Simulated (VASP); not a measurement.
A convergence study with VASP on C (diamond): one setting is varied, all else stays as given below, so the limit is that of these other settings. ε∞ is the independent-particle value.

```yaml
crystal:
  lattice:
    - [0.00000, 1.78350, 1.78350]
    - [1.78350, 0.00000, 1.78350]
    - [1.78350, 1.78350, 0.00000]
  atoms:
    - { symbol: C, position: [0.00000, 0.00000, 0.00000] }
    - { symbol: C, position: [0.25000, 0.25000, 0.25000] }
```

The numbers are results of PBE GGA, VASP's PBE PAW potentials (set 64) (plane waves; VASP), not measurements. The tightest run used: 700 eV cut-off, 10×10×10 Γ-centred mesh, Gaussian smearing of 0.050 eV, potentials C.

```tsv
setting	mean ε∞	bands
NBANDS = 5	3.68	5
NBANDS = 6	4.90	6
NBANDS = 8	5.74	8
```

These are the cheaper rows. Estimate the results at NBANDS = 132, and how far the last row shown lies from them.

```csv
quantity,tightest run,last row shown is off by
mean ε∞,5.96,-0.22
```

Left out are rungs that failed or repeat a setting and relaxations that didn't move; long series are thinned to 24 rows.

The compound is C in the diamond structure. The cell was not relaxed at this level.
